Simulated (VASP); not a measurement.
Method: vdW-DF-cx, VASP's PBE PAW potentials (set 64) (plane waves; VASP 6.6.1).

Input for VASP

### INCAR
```
SIGMA = 0.05   ! width (eV)
EDIFFG = -0.02   ! ionic stop
SYSTEM = AlN
PREC = Accurate
ISMEAR = 0
NELM = 100   ! most electronic steps
NSW = 60   ! most ionic steps
LUSE_VDW = .TRUE.
LASPH = .TRUE.   ! aspherical one-centre terms
IBRION = 2
LREAL = .FALSE.   ! projection in real space or not
ISIF = 3
GGA = CX
EDIFF = 1E-6   ! SCF stop (eV)
ENCUT = 520
LCHARG = .FALSE.
AGGAC = 0.0
ALGO = Normal   ! blocked Davidson
LWAVE = .FALSE.
```

### POSCAR
```
AlN
1
    1.5566497979    -2.6961965337    -0.0000000000
    1.5566497979     2.6961965337     0.0000000000
    0.0000000000     0.0000000000     4.9837267432
Al N
2 2
Direct
  0.6666670000   0.3333330000   0.5000242274
  0.3333330000   0.6666670000   0.0000242274
  0.6666670000   0.3333330000   0.8819757726
  0.3333330000   0.6666670000   0.3819757726
```

**KPOINTS**
```
K-points
0
G
  7 7 4
```

POTCAR, in this order: Al N (PBE.64 set). Program: vasp_std.

### Question
Predict the energy per atom (σ→0), volume per atom.

### Answer

- energy per atom (σ→0): -6.316 eV/atom
- volume per atom: 10.53 Å³/atom

OSZICAR:
```
...
   2 F= -.25262730E+02 E0= -.25262730E+02  d E =-.138259E-03
       N       E                     dE             d eps       ncg     rms          rms(c)
DAV:   1    -0.252654167288E+02   -0.26861E-02   -0.35851E-02   652   0.183E+00    0.280E-01
DAV:   2    -0.252637201429E+02    0.16966E-02   -0.58573E-03   656   0.601E-01    0.640E-02
DAV:   3    -0.252637138880E+02    0.62550E-05   -0.23015E-04   668   0.137E-01    0.256E-02
DAV:   4    -0.252637090062E+02    0.48818E-05   -0.76261E-06   668   0.257E-02    0.135E-02
DAV:   5    -0.252637087160E+02    0.29019E-06   -0.16207E-06   396   0.121E-02
   3 F= -.25263709E+02 E0= -.25263709E+02  d E =-.111678E-02
```

The compound is AlN in the wurtzite structure. This run relaxes it. Symmetry was kept, so distortions that lower it aren't found. The start is the result of an earlier pass.
